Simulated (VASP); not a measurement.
SrTiO3 (Tausonite), 5 atoms in the cell. It takes space group Pm-3m (No. 221, cubic). Conventional cell: a = 3.905 Å, b = 3.905 Å, c = 3.905 Å, α = 90.00°, β = 90.00°, γ = 90.00°. Sr (site symmetry m-3m) has 12 O at 2.76 Å as nearest neighbours. Around Ti (site symmetry m-3m) lie 6 O at 1.95 Å. O (site symmetry 4/mmm) has 2 Ti at 1.95 Å as nearest neighbours. 

| Item | Value |
| --- | --- |
| Program | VASP 6.6.1 |
| Task | relaxation of cell and atoms |
| Functional | r2SCAN |
| Potentials or basis | VASP PAW PBE potentials, release 64 (Sr_sv, Ti_sv, O) |
| Cutoff | 600 eV |
| k mesh | 8 × 8 × 8 |
| Occupations | gaussian, width 0.03 eV |
| Spin | no spin polarisation |
| Further INCAR settings | ALGO = Normal; EDIFF = 1e-06; IBRION = 2; EDIFFG = -0.01; NSW = 90; ISIF = 3 |

Potentials or basis: VASP PAW PBE potentials, release 64 (Sr_sv, Ti_sv, O).

Launch:

```console
$ cat potpaw_PBE.64/Sr_sv/POTCAR potpaw_PBE.64/Ti_sv/POTCAR potpaw_PBE.64/O/POTCAR > POTCAR
$ mpirun -np 1 vasp_std > vasp.out
```

Hardware: 1 thread of Intel(R) Xeon(R) Platinum 8488C (Sapphire Rapids), on a shared host.

**Question.** Estimate the wall time of this run.

**Answer.** Run time: 4.8 min on 1 thread of Intel(R) Xeon(R) Platinum 8488C (Sapphire Rapids), on a shared host, peak memory 0.24 GiB. Counts: scf iterations 44, k points 35, ion steps 3.
